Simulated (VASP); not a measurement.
Output of a VASP run:

File OSZICAR:
```
       N       E                     dE             d eps       ncg     rms          rms(c)
DAV:   1     0.319992479515E+01    0.31999E+01   -0.42487E+03  1264   0.861E+02
DAV:   2    -0.228458653808E+02   -0.26046E+02   -0.25791E+02  1536   0.148E+02
DAV:   3    -0.233108944279E+02   -0.46503E+00   -0.46503E+00  1368   0.243E+01
DAV:   4    -0.233124856684E+02   -0.15912E-02   -0.15912E-02  1656   0.130E+00
DAV:   5    -0.233124904273E+02   -0.47589E-05   -0.47589E-05  1440   0.550E-02    0.886E+00
DAV:   6    -0.186652133608E+02    0.46473E+01   -0.87999E+00  1224   0.204E+01    0.399E+00
DAV:   7    -0.191257631665E+02   -0.46055E+00   -0.11780E+00  1528   0.806E+00    0.223E+00
DAV:   8    -0.185646882655E+02    0.56107E+00   -0.86476E-01  1160   0.698E+00    0.161E+00
DAV:   9    -0.189719808926E+02   -0.40729E+00   -0.23429E-01  1152   0.481E+00    0.662E-01
DAV:  10    -0.189792102626E+02   -0.72294E-02   -0.37103E-02  1192   0.150E+00    0.360E-01
DAV:  11    -0.189768392678E+02    0.23710E-02   -0.67871E-04  1248   0.344E-01    0.316E-01
DAV:  12    -0.189878666190E+02   -0.11027E-01   -0.35821E-03  1168   0.461E-01    0.115E-01
DAV:  13    -0.189937145114E+02   -0.58479E-02   -0.34110E-03  1152   0.541E-01    0.427E-02
DAV:  14    -0.189937979847E+02   -0.83473E-04   -0.13182E-04  1408   0.107E-01    0.618E-02
DAV:  15    -0.189936883938E+02    0.10959E-03   -0.61749E-04  1288   0.164E-01    0.177E-02
DAV:  16    -0.189936142127E+02    0.74181E-04   -0.24362E-05  1152   0.653E-02    0.533E-03
DAV:  17    -0.189936197514E+02   -0.55387E-05   -0.30448E-06  1568   0.146E-02    0.661E-03
DAV:  18    -0.189936223043E+02   -0.25529E-05   -0.18314E-06  1152   0.122E-02    0.426E-03
DAV:  19    -0.189936237506E+02   -0.14463E-05   -0.42855E-06  1168   0.169E-02    0.137E-03
DAV:  20    -0.189936216234E+02    0.21273E-05   -0.19003E-07  1176   0.539E-03    0.823E-04
DAV:  21    -0.189936224507E+02   -0.82734E-06   -0.10090E-08   600   0.148E-03    0.342E-04
DAV:  22    -0.189936222517E+02    0.19898E-06   -0.78862E-09   584   0.904E-04    0.245E-04
DAV:  23    -0.189936224170E+02   -0.16524E-06   -0.54798E-09   600   0.591E-04    0.116E-04
DAV:  24    -0.189936224033E+02    0.13682E-07   -0.90891E-10   584   0.329E-04
   1 F= -.18993622E+02 E0= -.18993622E+02  d E =0.000000E+00
       N       E                     dE             ncg
```

File OUTCAR:
```
------------------------ aborting loop because EDIFF is reached ----------------------------------------
  FORCE on cell =-STRESS in cart. coord.  units (eV):
  Direction    XX          YY          ZZ          XY          YZ          ZX
  --------------------------------------------------------------------------------------
  Total       -0.0119071     -0.0119071     -0.0119071     -0.0000000     -0.0000000      0.0000000
  in kB       -0.9187689     -0.9187689     -0.9187689     -0.0000000     -0.0000000      0.0000000
  external PRESSURE =      -0.9187689 kB  Pullay stress =       0.0000000 kB
  volume of cell :       20.76
      direct lattice vectors                 reciprocal lattice vectors
     0.000000000  2.181522931  2.181522931    -0.229197682  0.229197682  0.229197682
     2.181522931  0.000000000  2.181522931     0.229197682 -0.229197682  0.229197682
     2.181522931  2.181522931  0.000000000     0.229197682  0.229197682 -0.229197682
  FREE ENERGIE OF THE ION-ELECTRON SYSTEM (eV)
  ---------------------------------------------------
  free  energy   TOTEN  =       -18.9936224033 eV

  energy  without entropy=      -18.9936224033  energy(sigma->0) =      -18.99362240

 total charge

# of ion       s       p       d       tot
------------------------------------------
    1        0.370   0.456   0.000   0.827
    2        1.231   2.667   0.000   3.898
--------------------------------------------------
tot          1.601   3.124   0.000   4.724
```
(Selected blocks of OUTCAR.)

### POSCAR
```
AlN
1
    0.0000000000     2.1815229312     2.1815229312
    2.1815229312     0.0000000000     2.1815229312
    2.1815229312     2.1815229312     0.0000000000
Al N
1 1
Direct
  0.0000000000   0.0000000000   0.0000000000
  0.2500000000   0.2500000000   0.2500000000
```

Problem. Reconstruct the remaining input files.

Solution. Several could match; the one computed here: the input of the run itself, r2SCAN+rVV10, plane waves, VASP's PBE PAW potentials (set 64).

File KPOINTS:
```
K-points
0
G
12 12 12
```

**KPOINTS_OPT**
```
k-points along high-symmetry lines
10
Line-mode
Reciprocal
  0.000000   0.000000   0.000000 ! GAMMA
 -0.500000  -0.500000   0.000000 ! X

 -0.500000  -0.500000   0.000000 ! X
 -0.375000  -0.375000   0.250000 ! U

 -0.375000  -0.000000   0.375000 ! K
  0.000000   0.000000   0.000000 ! GAMMA

  0.000000   0.000000   0.000000 ! GAMMA
 -0.000000  -0.000000   0.500000 ! L

 -0.000000  -0.000000   0.500000 ! L
 -0.500000  -0.250000   0.250000 ! W

 -0.500000  -0.250000   0.250000 ! W
 -0.500000  -0.500000   0.000000 ! X
```

INCAR:
```
LCHARG  =  .FALSE.
NELM  =  100
CPARAM  =  0.0093
PREC  =  Accurate
ALGO  =  Normal
LUSE_VDW  =  .TRUE.
LMIXTAU  =  .TRUE.
ENCUT  =  520
ISIF  =  2
SYSTEM  =  AlN
METAGGA  =  R2SCAN
EDIFF  =  1E-7   ! SCF stop (eV)
LORBIT  =  11   ! lm-projected
LREAL  =  .FALSE.   ! projection in real space or not
ISMEAR  =  -5   ! tetrahedra, Bloechl
NEDOS  =  601   ! DOS grid
LASPH  =  .TRUE.   ! aspherical one-centre terms
LWAVE  =  .FALSE.
BPARAM  =  11.95
```

POTCAR, in this order: Al N (PBE.64 set). Program: vasp_std.

The compound is AlN in the zinc blende structure, a metastable form; wurtzite is the usual one. It was relaxed first.
